Q: I squeezed and stretched a crystal of molybdenum on paper, in equal steps of volume. I thought the pressure would change by equal steps too, as the force of a spring does. Why doesn't it?

Body-centred cubic molybdenum at seven fixed volumes, computed with VASP 6.6.1 using PBE with D3(BJ) dispersion, without spin polarisation or spin–orbit coupling. The runs use the Mo_sv PAW potential, a 520 eV plane-wave cutoff, an 18 × 18 × 18 k mesh for the one-atom cell and Gaussian smearing of 0.1 eV. Pressure is positive in compression.

```
volume (Å³/atom)  shortest distance (Å)  pressure (GPa)
          13.984                  2.629           32.15
          14.445                  2.657           19.68
          14.906                  2.685            9.06
          15.367                  2.713            0.01
          15.828                  2.740           -7.68
          16.289                  2.766          -14.23
          16.750                  2.792          -19.81
```

A: Take the differences between neighbouring pressures first. The first expansion step lowers the pressure by 12.5 GPa, the last by only 5.6 GPa, and each drop in between is smaller than the one before. So the crystal gets softer as it expands. The quantity to watch is the bulk modulus, the pressure change per relative change of volume; it falls by almost half from the first step to the last.

Q: The last three pressures are negative. Did the crystal change into something else there?

A: No, all seven cells are the same body-centred cubic metal, and the curve runs smoothly through zero. A negative pressure means tension: something outside would have to pull on the crystal to hold it at that volume. What the calculation leaves open is whether a real crystal would survive such a pull. With one atom in a cubic cell it has no way to shear or crack.

Q: Then what makes it softer when it is stretched?

A: Pressure is the downhill slope of the energy against volume, so it reports a contest between two tendencies. The d electrons bond neighbouring atoms and pull the crystal together. Against this, electrons confined to less space gain kinetic energy, and they must also stay orthogonal to the electrons of the ion cores, which pushes the atoms apart. Both effects fade as the atoms separate, but the repulsion fades faster. The energy well is therefore steep on the compressed side and shallow on the stretched side.

Q: Is that visible in the calculation, or is it only a story?

A: The lopsided well is visible. Taking the volume 9 % below equilibrium costs 0.128 eV per atom, while taking it 9 % above costs 0.092 eV. A symmetric well would charge the same for both. The division into bonding and repulsion is an argument from theory, because the calculation gives only their sum.

Q: Can I at least see the d electrons lose their grip?

A: Yes, in the two cells for which I have band energies, at 14.445 and 16.289 Å³. At the centre of the Brillouin zone the d levels form a group of three and a group of two, split by the interaction with neighbouring atoms. Between these cells the shortest distance grows by 4 %, but the splitting shrinks by 14 %. The coupling between atoms thus falls off much faster than the distance grows.

Q: How do I turn a lopsided well into a pressure?

A: Choose the simplest well that has a steep side and a fading tail. Let X be the distance between neighbours divided by its equilibrium value, so that X = (V/V₀)^(1/3), where V is the volume and V₀ the volume at zero pressure. Then write the energy as

E = −E₀ (1 + a) exp(−a), with a = s (X − 1)

Here E₀ is the depth of the well, and s tells how quickly the binding fades with distance. Differentiating by volume gives the Vinet equation,

P = 3B (1 − X)/X² · exp[s (1 − X)], with B = s²E₀/(9V₀)

where P is the pressure and B the bulk modulus at equilibrium. The factor 1 − X is the spring; the exponential, helped by the 1/X², makes it stiffer in compression and softer in tension.

Q: Try it on the most compressed cell.

A: The pressure vanishes at V₀ = 15.37 Å³, which gives X = (13.984/15.37)^(1/3) ≈ 0.969. A fit of B and s to all seven rows gives 278 GPa and 5.06. Then

P ≈ 3 × 278 × (0.031/0.939) × exp(5.06 × 0.031) ≈ 32 GPa

The table has 32.15 GPa. This row was part of the fit, so the agreement shows that the shape suits these volumes, not that the model can predict a cell it has never seen.

Q: What would I have got with a constant modulus?

A: About 26 GPa, so you would underestimate the pressure needed by nearly a fifth. For everyday use there is a simple correction: near equilibrium, each GPa of applied pressure raises the modulus by about 4.4 GPa. At 20 GPa the crystal is then roughly a third stiffer than at rest.

Q: If the formula works so well, may I use it to pull the atoms apart completely?

A: No. The fitted constants imply a well about 9.4 eV deep, whereas the cohesive energy of molybdenum, as I recall it, is roughly 7 eV. The seven cells probe only the bottom of the well, and many different tails can be attached to the same bottom. The good fit also doesn't prove my account of bonding and repulsion, since any well with the right curvature and lopsidedness would do nearly as well here.

Q: The calculation adds a dispersion correction, D3. Does that matter in a metal held together by d electrons?

A: More than you might think. D3 is an extra attraction between pairs of atoms, and at a fixed volume it leaves the electron density unchanged, so its pressure can be subtracted afterwards. At equilibrium it pulls inward with about 8 GPa. Without it, the pressure would vanish at 15.82 Å³ instead of 15.37 Å³.

Q: An extra attraction should also make the crystal stiffer, shouldn't it?

A: At a fixed volume it does the opposite. The inward pull weakens as the crystal expands, so it resists expansion less and less, and this takes 16 GPa off the modulus. But D3 also draws the crystal into a smaller volume, where everything else is stiffer: the modulus without D3 is 260 GPa at its own equilibrium and 294 GPa at the smaller volume. The 294 GPa is simply the 278 GPa of the full calculation with the 16 GPa put back, so this sum is bookkeeping and not a test.

Q: So the stiffness depends mostly on how closely the atoms are packed, whatever packed them?

A: Mostly, but what packed them counts too. Here the smaller volume adds 34 GPa to the modulus, and the direct effect of D3 takes back 16 GPa. The gain is the same softening that you saw in the table, now run backwards: a contraction moves the crystal up the steep side of the well. When two methods disagree about a modulus, compare their equilibrium volumes first.

Q: Which of the two volumes should I believe?

A: These numbers can't decide that, because the table has no measured volume. There is reason for caution about D3, though. It adds up pairs of atoms as if the mobile electrons between them were absent, while in a metal those electrons screen the attraction, so the correction may well pull too hard. The shrinking pressure steps don't hinge on this choice, since they remain when D3 is taken away; the printed analysis below lists the pressures without it.

Printed output of the fit:

```
fit of pressure on 7 rows: coefficient of 3*(1-X)/X**2*exp(s*(1-X)) 277.9 +/- 0.067, s 5.062; rms 0.00949, worst 16.75 0.0212, leave-one-out rms 0.0163
fit of log(0-edisp) on 7 rows: constant 2.539 +/- 0.0007, coefficient of log(vol) -1.046 +/- 0.00026; rms 3.46e-05, worst 13.984 5.99e-05, leave-one-out rms 5.71e-05
fit of pbare on 7 rows: coefficient of 3*(1-Y)/Y**2*exp(s*(1-Y)) 259.9 +/- 0.11, s 5.092; rms 0.0197, worst 15.367 0.0289, leave-one-out rms 0.0401
Pressures in GPa, step values belong to the step from the row above:
     row  pressure drop  modulus in step  constant modulus  Birch-Murnaghan 4  D3 part  without D3
  13.984            n/a              n/a             26.22              31.67   -9.614       41.76
  14.445          12.47            384.5             17.21              19.48   -8.997       28.68
  14.906          10.62            338.1             8.477               9.01   -8.437        17.5
  15.367           9.05            297.1           0.01084            0.01084   -7.927       7.937
  15.828           7.69            260.2            -8.205             -7.735   -7.462      -0.218
  16.289           6.55            228.2            -16.18             -14.41   -7.036      -7.194
   16.75           5.58              200            -23.94             -20.16   -6.645      -13.16
Volume of zero pressure, Å³/atom: 15.37
Pressure derivative of the modulus from the Vinet fit: 4.375
Largest miss of the Vinet form, GPa: 0.02121
Largest miss of the constant modulus, GPa: 5.926
Largest miss of Birch-Murnaghan with derivative 4, GPa: 0.4752
Energy cost of the most compressed cell, eV/atom: 0.1283
Energy cost of the most stretched cell, eV/atom: 0.09178
Cost of either in a symmetric parabola, eV/atom: 0.1081
Well depth implied by the Vinet constants, eV/atom: 9.362
D3 pressure at the equilibrium volume, GPa: -7.927
D3 direct part of the modulus at that volume, GPa: -16.22
Modulus without D3 at that same volume, GPa: 294.2
Volume of zero pressure without D3, Å³/atom: 15.82
Shrinkage of the equilibrium volume by D3, percent: 2.833
Fall of the d splitting at Gamma from 14.445 to 16.289 Å³, percent: 13.65
Growth of the shortest distance between these rows, percent: 4.102
```
